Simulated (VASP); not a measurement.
Output of a VASP run:

**OSZICAR**
```
       N       E                     dE             d eps       ncg     rms          rms(c)
DAV:   1     0.121899469759E+03    0.12190E+03   -0.10206E+04  2504   0.158E+03
DAV:   2    -0.179083186025E+02   -0.13981E+03   -0.13102E+03  2904   0.364E+02
DAV:   3    -0.241458181355E+02   -0.62375E+01   -0.61190E+01  3544   0.692E+01
DAV:   4    -0.243931030891E+02   -0.24728E+00   -0.24708E+00  3280   0.128E+01
DAV:   5    -0.243983735570E+02   -0.52705E-02   -0.52702E-02  3540   0.162E+00    0.281E+01
DAV:   6    -0.211793564244E+02    0.32190E+01   -0.14519E+01  2792   0.287E+01    0.116E+01
DAV:   7    -0.210848313982E+02    0.94525E-01   -0.55912E-01  2836   0.667E+00    0.826E+00
DAV:   8    -0.210764139323E+02    0.84175E-02   -0.10953E-01  2692   0.288E+00    0.186E+00
DAV:   9    -0.210722913266E+02    0.41226E-02   -0.25950E-02  2924   0.104E+00    0.480E-01
DAV:  10    -0.210724550905E+02   -0.16376E-03   -0.17527E-03  2832   0.522E-01    0.388E-01
DAV:  11    -0.210723028044E+02    0.15229E-03   -0.49362E-04  2740   0.178E-01    0.157E-02
DAV:  12    -0.210723009575E+02    0.18468E-05   -0.11140E-05  3516   0.345E-02    0.127E-02
DAV:  13    -0.210723006499E+02    0.30768E-06   -0.43630E-07  1536   0.660E-03
   1 F= -.16825802E+02 E0= -.16825757E+02  d E =-.168258E+02
```

File OUTCAR:
```
------------------------ aborting loop because EDIFF is reached ----------------------------------------
  FORCE on cell =-STRESS in cart. coord.  units (eV):
  Direction    XX          YY          ZZ          XY          YZ          ZX
  --------------------------------------------------------------------------------------
  Total        4.2451941      4.2451941      4.2451941      0.0000000      0.0000000     -0.0000000
  in kB      299.9078388    299.9078388    299.9078388      0.0000000      0.0000000     -0.0000000
  external PRESSURE =      -0.0921612 kB  Pullay stress =     300.0000000 kB
  volume of cell :       22.68
      direct lattice vectors                 reciprocal lattice vectors
     0.000000000  2.246622508  2.246622508    -0.222556303  0.222556303  0.222556303
     2.246622508  0.000000000  2.246622508     0.222556303 -0.222556303  0.222556303
     2.246622508  2.246622508  0.000000000     0.222556303  0.222556303 -0.222556303
 POSITION                                       TOTAL-FORCE (eV/Angst)
 -----------------------------------------------------------------------------------
      0.00000      0.00000      0.00000         0.000000      0.000000      0.000000
      2.24662      2.24662      2.24662         0.000000      0.000000      0.000000
 -----------------------------------------------------------------------------------
    total drift:                                0.000000      0.000000      0.000000
  FREE ENERGIE OF THE ION-ELECTRON SYSTEM (eV)
  ---------------------------------------------------
  free  energy   TOTEN  =       -21.0723006499 eV

  energy  without entropy=      -21.0721657517  energy(sigma->0) =      -21.07225568
  enthalpy is  TOTEN    =       -16.8258020552 eV   P V=        4.2464985947

 reached required accuracy - stopping structural energy minimisation
```
(Selected blocks of OUTCAR.)

**POSCAR**
```
ZrC
1
    0.0000000000     2.2466225079     2.2466225079
    2.2466225079     0.0000000000     2.2466225079
    2.2466225079     2.2466225079    -0.0000000000
Zr C
1 1
Direct
  0.0000000000   0.0000000000   1.0000000000
  0.5000000000   0.5000000000   0.5000000000
```

Q: Write an INCAR and KPOINTS that could have produced this output.

A: This is not unique; one that fits is the input of the run itself, LDA (Ceperley-Alder, Perdew-Zunger), plane waves, VASP's LDA PAW potentials (set 64).

### INCAR
```
LREAL=F
LMAXMIX=4   # l cut-off of mixed one-centre charges
LWAVE=F
EDIFF=1E-6
NELM=100   # most electronic steps
PSTRESS=300   # kbar
LASPH=T   # aspherical one-centre terms
NSW=40   # most ionic steps
ISMEAR=1   # Methfessel-Paxton
EDIFFG=-0.02   # ionic stop
ENCUT=620
PREC=Accurate
SYSTEM=ZrC
ISIF=3   # ions, shape and volume
LCHARG=F
IBRION=2
ALGO=Normal
SIGMA=0.1   # width (eV)
```

### KPOINTS
```
Automatic mesh
0
Gamma
14 14 14
0 0 0
```

POTCAR, in this order: Zr_sv C (LDA.64 set). Program: vasp_std.

The compound is ZrC in the rock salt structure. It was relaxed first under an external pressure of 30 GPa.
